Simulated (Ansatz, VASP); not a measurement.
## PN: VASP beside Ansatz

Aim: how closely do two programs agree when they are given the same cell, functional and k mesh? The cell is generated by rule, not measured, and may not be a known phase. The cell is taken from a series of runs on this material, whose earlier steps may have relaxed, scaled, displaced or heated it; both programs get it as it stands.

Program: Ansatz 0.2.0. Level of theory: plane waves, with VASP 6.6.1 beside it; zone-centre phonons at PBE. Results are calculated unless marked as measured.

The structure was built from a prototype and need not be the compound's stable phase.

**1. The structure**

The structure is cubic, space group Fm-3m (No. 225). The conventional cell has a = 4.395 Å, b = 4.395 Å, c = 4.395 Å, α = 90.00°, β = 90.00°, γ = 90.00°. Nearest to P lie 6 N at 2.20 Å. N has 6 P at 2.20 Å nearest. Farther neighbours and most contacts between anions are not listed.

**2. Ansatz: zone-centre phonons, PBE**

Ansatz runs on its default PAW (the set named soft_2) files.

Second derivatives magnify differences that forces hide, and they need a tight electronic threshold.

File input.yaml:

```yaml
crystal:
  lattice:
    - [1.5538314346, 0.8971049971, 2.5373961074]
    - [-1.5538314346, 0.8971049971, 2.5373961074]
    - [0.0, -1.7942099941, 2.5373961074]
  atoms:
    - { symbol: P, position: [0.5, 0.5, 0.5] }
    - { symbol: "N", position: [0.0, 0.0, 0.0] }
kpoints:
  mp_grid: { grid: [16, 16, 16] }
hamiltonian:
  xc: pbe
scf:
  occupations: { method: gaussian, width: 0.02 }
output:
  eigenvalues: true
phonons:
  method: dfpt
  qmesh: [4, 4, 4]
  temperatures: { t_max: 1000, t_step: 50 }
  qpath:
    path:
      - [[0.0, 0.0, 0.0], [0.5, 0.5, 0.0], [0.625, 0.375, 0.0]]
      - [[0.375, 0.0, -0.375], [0.0, 0.0, 0.0], [0.5, 0.0, 0.0], [0.5, 0.25, -0.25], [0.5, 0.5, 0.0]]
    npoints: 10
```

Launch:

```console
ansatz run input.yaml --threads 4 --pin off --max-ram 8192MiB --backend cpu --events-out ev --progress --plain --runs-dir out
```

Numbers of over 12 decimals in the logs are rounded to 6 here.

What it wrote:

```text
Engine: ansatz 0.2.0, aarch64-unknown-linux-gnu
Pseudopotentials: kind: paw
Pseudopotential: P, paw, valence charge 5, recommended cutoff 420 eV (normal), P.paw.azcp
Pseudopotential: N, paw, valence charge 5, recommended cutoff 420 eV (normal), N.paw.azcp
Functional definition: PBE
  parameter kappa = 0.804
  parameter beta = 0.066725
  exchange = pbe_x(kappa = kappa, mu = beta*pi^2/3)
  correlation = pbe_c(beta = beta)
Crystal: 2 atoms, lattice volume = 21.222 Å³
Basis set: ecut = 420 eV, 411 PW (Γ), exchange–correlation on 48×48×48 points (8 copies of the dense FFT grid, shifted against one another)
Bands: 9, of which v1, the nominal top of the filled ones, is band 5 counted from 1 (4 counted from 0)
Symmetry: 48 space group operations
k-points: 145 of 4096
Non-local potential: P, projectors of the file, l = 0: 2, l = 1: 2, l = 2: 2
Non-local potential: N, projectors of the file, l = 0: 2, l = 1: 2, l = 2: 1
PAW form: soft (Blöchl's): semilocal exchange-correlation on the pseudo side does not see the compensation charge
PAW one-centre angular grid: P, 110 points (default); XC on 64 Gauss nodes
PAW one-centre angular grid: N, 110 points (default); XC on 64 Gauss nodes
Initial density: superposition of atomic densities (neutral atoms: chi_scale 0, normalization atom), corrected by the library's trained network
Initial wavefunctions: pseudopotential atomic-orbital guess
Functional: x = pbe(κ = 0.804, μ = 0.219515), c = pbe(β = 0.066725)
SCF iter   1: F=—  HF=-1137.382885 eV  |F-HF|=—  |Δ(HF+E_count)|=         —  Δρ=1.77e-3  dr2=3.32e-4  ethr=1.77e-3  ⟨swp⟩=6.2  Hψ=10361  notcnv=0
preconditioner: auto → none  [insulator: Δε(μ)=0.083 eV  Ē_g=12.595 eV  σ=0.020 eV  W_gap=0.50  n_scr=0 (ndim 8)  ℏωp=25.5 eV  f_vac=0.000  D(μ)=0.33/eV (n_scr^D=0)  ε∞_Penn≈5.1]
SCF iter   2: F=—  HF=-1137.382893 eV  |F-HF|=—  |Δ(HF+E_count)|=   7.67e-6  Δρ=9.33e-4  dr2=9.94e-5  ethr=3.32e-6  ⟨swp⟩=2.1  Hψ=3390  notcnv=0
SCF iter   3: F=—  HF=-1137.382966 eV  |F-HF|=—  |Δ(HF+E_count)|=   7.34e-5  Δρ=5.54e-5  dr2=4.70e-7  ethr=9.94e-7  ⟨swp⟩=2.0  Hψ=2031  notcnv=0
SCF iter   4: F=—  HF=-1137.382966 eV  |F-HF|=—  |Δ(HF+E_count)|=   6.34e-7  Δρ=1.44e-5  dr2=2.10e-8  ethr=4.70e-9  ⟨swp⟩=1.8  Hψ=1680  notcnv=0
SCF iter   5: F=—  HF=-1137.382966 eV  |F-HF|=—  |Δ(HF+E_count)|=   1.63e-8  Δρ=1.59e-6  dr2=1.34e-10  ethr=2.10e-10  ⟨swp⟩=2.5  Hψ=1967  notcnv=0
SCF iter   6: F=-1137.382966 eV  HF=-1137.382966 eV  |F-HF|=8.87e-12  |Δ(HF+E_count)|=  4.12e-10  Δρ=1.99e-7  dr2=8.91e-12  ethr=1.00e-12  ⟨swp⟩=6.6  Hψ=6293  notcnv=0
SCF 1 converged in 6 iterations: F = -1137.382966 eV  dr2 = 8.91e-12
  greatest PAW one-centre occupation: 0.875 electrons in one spin orbital (limit 2), on the P atom at site 0 (counted from 0), in its partial waves of l = 0
Initial density: read from a saved state, or passed on in memory by an earlier SCF of this step, an earlier step, the calling program or the single point that the run made first
iter 1 solved again at ethr=1.17e-8 eV; its pass at ethr=3.10e-3 eV (dr2=1.17e-6 eV) is discarded
SCF iter   1: F=—  HF=-1137.382966 eV  |F-HF|=—  |Δ(HF+E_count)|=         —  Δρ=1.53e-7  dr2=3.14e-12  ethr=1.17e-8  ⟨swp⟩=3.7  Hψ=14741  notcnv=0
eigensolver tolerance schedule: the retry pair's looser diagonalisation over-reported the residual by 373159.79 of it (diagonalisation noise at an unbounded share of the residual, at the tolerance the schedule requests for it); recorded, not acted on — ethr = c·dr2/N_el stays at c = 1.0e-1
preconditioner: auto → none  [insulator: Δε(μ)=0.081 eV  Ē_g=12.594 eV  σ=0.020 eV  W_gap=0.50  n_scr=0 (ndim 8)  ℏωp=25.5 eV  f_vac=0.000  D(μ)=0.33/eV (n_scr^D=0)  ε∞_Penn≈5.1]
SCF iter   2: F=—  HF=-1137.382966 eV  |F-HF|=—  |Δ(HF+E_count)|=   4.78e-9  Δρ=2.17e-7  dr2=1.04e-11  ethr=1.00e-12  ⟨swp⟩=2.8  Hψ=2251  notcnv=0
iter 3 did not close the SCF: its close was put off for the readings that it lacked (scf_convergence_deferred on its scf_iter line)
SCF iter   3: F=-1137.382966 eV  HF=-1137.382966 eV  |F-HF|=4.55e-12  |Δ(HF+E_count)|=  9.09e-13  Δρ=1.46e-7  dr2=4.93e-12  ethr=1.00e-12  ⟨swp⟩=1.0  Hψ=1305  notcnv=0
iter 4 did not close the SCF: its close was put off for the readings that it lacked (scf_convergence_deferred on its scf_iter line)
SCF iter   4: F=-1137.382966 eV  HF=-1137.382966 eV  |F-HF|=4.55e-13  |Δ(HF+E_count)|=  1.59e-12  Δρ=2.11e-8  dr2=7.65e-14  ethr=1.00e-12  ⟨swp⟩=1.0  Hψ=1305  notcnv=0
iter 5 did not close the SCF: its close was put off for the readings that it lacked (scf_convergence_deferred on its scf_iter line)
SCF iter   5: F=-1137.382966 eV  HF=-1137.382966 eV  |F-HF|=4.55e-13  |Δ(HF+E_count)|=  2.27e-13  Δρ=5.09e-9  dr2=5.10e-15  ethr=1.00e-12  ⟨swp⟩=1.0  Hψ=1306  notcnv=0
iter 6 did not close the SCF: its close was put off for the readings that it lacked (scf_convergence_deferred on its scf_iter line)
SCF iter   6: F=-1137.382966 eV  HF=-1137.382966 eV  |F-HF|=0.00e0  |Δ(HF+E_count)|=  2.27e-13  Δρ=3.44e-9  dr2=2.48e-15  ethr=1.00e-12  ⟨swp⟩=1.0  Hψ=1305  notcnv=0
SCF iter   7: F=-1137.382966 eV  HF=-1137.382966 eV  |F-HF|=0.00e0  |Δ(HF+E_count)|=  4.55e-13  Δρ=1.84e-9  dr2=7.14e-16  ethr=1.00e-12  ⟨swp⟩=1.4  Hψ=3880  notcnv=0
SCF 2 converged in 7 iterations: F = -1137.382966 eV  dr2 = 7.14e-16
phonons: the bands overlap, so this run is a metal and interpolates without the dipole-dipole term. If the crystal is really an insulator or semiconductor, its LO-TO splitting is missing
NSCF: frozen V_eff on 145 k-points
NSCF: frozen V_eff on 621 k-points
DFPT response loops at q = (0, 0, 0) (fractional): preconditioner auto → Kerker (q_TF=auto, 2.407 Å⁻¹) (partly filled bands, converged f_vac=0.000); β = 1.00, the filter's whole step (`scf.mixing.beta` (0.50) is not read by the response loops under this deck's `scf.mixing.preconditioner`; to damp them name `kerker` or `kerker_dos`, under which they read `scf.mixing.beta`, and type it under 1.00, their step now; both keys bind the ground state too); Broyden in place of MSR1
NSCF: frozen V_eff on 4352 k-points
DFPT response loops at q = (0, 0, 0.25) (fractional): mixed as the last ones told, above
NSCF: frozen V_eff on 2196 k-points
DFPT response loops at q = (0, 0, -0.5) (fractional): mixed as the last ones told, above
NSCF: frozen V_eff on 4352 k-points
DFPT response loops at q = (0, 0.25, 0.25) (fractional): mixed as the last ones told, above
NSCF: frozen V_eff on 8192 k-points
DFPT response loops at q = (0, 0.25, -0.5) (fractional): mixed as the last ones told, above
NSCF: frozen V_eff on 8192 k-points
DFPT response loops at q = (0, 0.25, -0.25) (fractional): mixed as the last ones told, above
NSCF: frozen V_eff on 2196 k-points
DFPT response loops at q = (0, -0.5, -0.5) (fractional): mixed as the last ones told, above
NSCF: frozen V_eff on 4352 k-points
DFPT response loops at q = (0.25, -0.5, -0.25) (fractional): mixed as the last ones told, above
SCF converged after 6 iterations
Free energy (F): -1137.382966 eV
Harris-Foulkes:  -1137.382966 eV  (|F-HF|=8.87e-12)
Internal energy: -1137.382899 eV  (E = F + TS)
E sigma→0 (E₀):  -1137.382932 eV
Entropy (-TS):   -0.000066 eV (-0.033 meV/atom)
Fermi energy:    11.599054 eV
--- Per-component energies (eV) ---
  E_band       = 34.397920
  E_kinetic    = 194.245239
  E_local      = -183.688728  (includes V_loc(G=0)·N_el)
  E_nonlocal   = 79.910902
  E_hartree    = 52.168252
  E_xc         = -119.978042
  E_vxc        = -135.249799  (∫ρ·V_xc dr)
  E_paw        = -695.228131  (= ΣΔE_a)
  E_vpaw       = -25.156249  (= ΣTr[D̂ρ^β])
  E_aug_tail   = 0.000089  (compensation charges beyond the density's cutoff)
  E_ewald      = -464.812480
  E_smearing   = -0.000066  (= −TS)
  E_closure    = 0.000000  (closes the sum)
  Σ components = -1137.382966   (vs F -1137.382966, Δ=0.00e0)
--- Band table (eV; the first three rows and the last of 145) ---
  k-point 0: bands = ["-7.9134", "6.5841", "8.1569", "8.1569", "8.1569", "16.5185", "16.5185", "16.5185", "19.4001"]
  k-point 1: bands = ["-7.8412", "5.9947", "8.1487", "8.1487", "8.6092", "16.2375", "16.2375", "16.2698", "19.3991"]
  k-point 2: bands = ["-7.6258", "4.8931", "8.1290", "8.1290", "9.3044", "15.5614", "15.5614", "15.6779", "19.4191"]
  k-point 144: bands = ["-3.5771", "0.9566", "3.1890", "3.1890", "10.4449", "12.7846", "17.0777", "17.0777", "21.0746"]
--- Phonons (Γ-DFPT): 2 representative perturbations + reference (Σ response iterations 6) ---
  ASR residual: 1.513e-4 → 0.000e0 eV/Å²; symmetrization residual: 5.492e-7 eV/Å²
  ASR residual per site (eV/Å²): 7.28e-5 1.51e-4
  Γ frequencies (cm⁻¹): -564.49 -564.49 -564.49 0.00 0.00 0.00
--- Phonons (arbitrary-q DFPT): 8 irreducible q on the 4×4×4 mesh ---
  q = [0.0000, 0.0000, 0.0000] (star 1, of the zone-centre solve; hermiticity 9.72e-8, symmetrization 5.66e-15): -564.49 -564.49 -564.49 -0.00 0.00 0.00
  q = [0.0000, 0.0000, 0.2500] (star 8, 4 solved perturbations on 2176 of 4096 k-point pairs; hermiticity 7.90e-8, symmetrization 3.95e-8): -213.87 -213.87 151.67 151.67 205.75 383.57
  q = [0.0000, 0.0000, -0.5000] (star 4, 4 solved perturbations on 1098 of 4096 k-point pairs; hermiticity 3.48e-8, symmetrization 1.74e-8): 89.73 89.73 271.45 271.45 316.32 463.33
  q = [0.0000, 0.2500, 0.2500] (star 6, 2 solved perturbations on 2176 of 4096 k-point pairs; hermiticity 2.94e-8, symmetrization 1.51e-11): -482.58 -482.58 -49.25 180.47 180.47 370.43
  q = [0.0000, 0.2500, -0.5000] (star 24, 4 solved perturbations on 4096 of 4096 k-point pairs: no pair is spared here; hermiticity 5.87e-8, symmetrization 1.17e-8): -333.28 -313.50 -173.77 242.66 287.27 389.18
  q = [0.0000, 0.2500, -0.2500] (star 12, 2 solved perturbations on 4096 of 4096 k-point pairs: no pair is spared here; hermiticity 6.04e-8, symmetrization 1.75e-14): -472.80 -94.62 245.54 256.46 257.66 407.11
  q = [0.0000, -0.5000, -0.5000] (star 3, 2 solved perturbations on 1098 of 4096 k-point pairs; hermiticity 1.50e-7, symmetrization 3.29e-11): -490.31 -490.31 -487.46 255.93 255.93 363.59
  q = [0.2500, -0.5000, -0.2500] (star 6, 2 solved perturbations on 2176 of 4096 k-point pairs; hermiticity 1.20e-7, symmetrization 2.87e-9): -476.12 -476.12 211.62 256.27 322.09 322.09
  sum rule: each row above includes the acoustic sum rule's correction from the zone centre's row sums; it moved no ω² by more than (1.71 cm⁻¹)²
  mesh force constants: q→R imaginary residual 2.07e-17; ASR residual 1.513e-4 → 0.000e0 eV/Å²; symmetrization residual 3.775e-15 eV/Å²
  interpolated dispersion: 62 rows × 6 modes
  density of states and harmonic sums: on the 24×24×24 q-mesh, interpolated from the force constants of a 4×4×4 supercell (no non-analytic term)
  largest difference from the sums on the solved wave vectors: F 3.58e-2 eV, S 5.04e-5 and C_V 1.46e-5 eV/K
  zero-point energy: 0.061584 eV/cell   skipped modes (ω ≤ 0): 951, of them read as no rigid motion or as one in doubt: 948 (2.283e0 modes/cell left out, lowest -564.49 cm⁻¹)   left out of the sums: 3.81e-1 of the cell's modes: C_V's classical limit lies that fraction below 3 k_B per atom; for a crystal, a wire or a layer, F and S can be off by more, and a phonons.interpolated_qmesh denser along its periods is the remedy for the sampling
```

[end of part 1 of 2]

[Lines on the potential files, build, host, timing and source positions are cut from VASP's logs without a mark.]

[Logs are printed without paths, hosts, clocks, repeated set-up lines and the standing remarks that a program may print on its own settings, such as how far it seeks lower states.]

[Hosts, paths, dates, database ids (printed as entryN), source tags and the programs' standing remarks are cut or masked in the printed files.]
